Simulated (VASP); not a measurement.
Input:

```
CELL_PARAMETERS angstrom
      1.79000    -3.10037     0.00000
      1.79000     3.10037     0.00000
      0.00000     0.00000     5.62000
ATOMIC_POSITIONS crystal
  Ho 0.33333 0.66667 0.25000
  Ho 0.66667 0.33333 0.75000
```

Level of theory: RPBE GGA, VASP's PBE PAW potentials (set 64) (plane waves; VASP 6.6.1). Numerical set-up: 520 eV cut-off, 11×11×6 Γ-centred mesh, first-order Methfessel-Paxton smearing of 0.10 eV, potentials Ho_3.

The 4f electrons are frozen in the core of the lanthanide potential, so 4f levels, which can set the real gap, and their magnetism are missing. Energy and stress use the plane-wave basis of the starting cell.

Task: The ions, cell shape and volume are relaxed. What does this cell relax into?

Result: 
```
CELL_PARAMETERS angstrom
      1.82745    -3.16524     0.00000
      1.82745     3.16524     0.00000
      0.00000     0.00000     5.65578
ATOMIC_POSITIONS crystal
  Ho 0.33333 0.66667 0.25000
  Ho 0.66667 0.33333 0.75000
```
Space group P6_3/mmc (194), at a tolerance of 0.03 Å.

Task: How do energy and volume change from the first to the last step?

Result: The energy (σ→0) changes by -10.3 meV/atom and the volume by +4.9 %, in 6 ionic steps.

```tsv
step	E(σ→0) (eV)	max force (eV/Å)	pressure (GPa)	volume (Å³)
1	-8.3513	0.000	2.09	62.38
2	-8.3707	0.000	-0.44	66.13
3	-8.3717	0.000	-0.03	65.45
4	-8.3717	0.000	-0.07	65.51
5	-8.3719	0.000	-0.06	65.47
6	-8.3720	0.000	-0.04	65.43
```

The compound is Ho in the hcp structure. This run relaxes it. Symmetry was kept, so distortions that lower it aren't found.
